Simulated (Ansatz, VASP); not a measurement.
# SnP2: VASP beside Ansatz

```xyz
6
Lattice="-2.3118 3.6979 3.9190 2.3118 -3.6979 3.9190 2.3118 3.6979 -3.9190" Properties=species:S:1:pos:R:3 pbc="T T T"
Sn    0.0000    1.8489    4.2795
Sn    2.3118    1.8489   -0.3605
P     0.0000    0.3846    1.2697
P     0.0000    3.3133    1.2697
P     2.3118    3.3133    2.6492
P     2.3118    0.3846    2.6492
```

Alike in both runs: task single point; functional PBE; k mesh 6 × 6 × 6; occupations gaussian, width 0.1 eV; no spin polarisation.

|  | VASP | Ansatz |
| --- | --- | --- |
| version | VASP 6.6.1 | Ansatz 0.2.0 |
| potentials or method | VASP PAW PBE potentials, release 64 (Sn_d, P) | scalar-relativistic, plane waves, PAW |
| plane-wave cutoff (eV) | 520 | 420 |
| valence electrons in the cell | 48 | 48 |

|  | VASP | Ansatz | Ansatz less VASP |
| --- | --- | --- | --- |
| gap on the k mesh at the Fermi level (eV) | none | none | - |
| pressure (GPa) | -7.2 | -7.1 | +0.06 |
| largest component of the traceless stress (GPa) | 1.93 | 1.92 | -0.010 |
| rms of the force components (eV/Å) | 0.061 | 0.060 | -0.0004 |

Atom by atom the forces differ by 0.001 eV/Å (rms over components). A gap of «none» marks a metal or a gap that the smearing closes.
